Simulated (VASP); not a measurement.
## TiTe₂ (space group P-3m1): computed properties

These are PBE GGA with D3 dispersion (Becke-Johnson damping), VASP's PBE PAW potentials (set 64) (plane waves; VASP) values and carry that method's errors.

```json
{
  "space_group": "P-3m1 (164)",
  "cell": "a = b = 3.6927 Å, c = 6.3632 Å, α = β = 90.00°, γ = 120.00°",
  "volume_per_atom": "25.05 Å^3/atom",
  "band gap (over mesh and band path)": "none (metal, semimetal or under 0.01 eV)",
  "band_gap_with_spin_orbit_coupling": "none (metallic)",
  "density": "6.70 g/cm³"
}
```

```
CELL_PARAMETERS angstrom
      3.69273     0.00000     0.00000
     -1.84636     3.19800     0.00000
      0.00000     0.00000     6.36324
ATOMIC_POSITIONS crystal
  Ti 0.00000 0.00000 0.00000
  Te 0.66667 0.33333 0.27207
  Te 0.33333 0.66667 0.72793
```

Unless said otherwise, spin-orbit coupling is left out, though it shifts the bands of the heavy elements here.

The structure comes from a measured TiTe2 entry (P-3m1) of the Crystallography Open Database, whose conditions weren't checked. It was relaxed first, which changed the volume by -6 %. Symmetry was kept, so distortions that lower it aren't found.
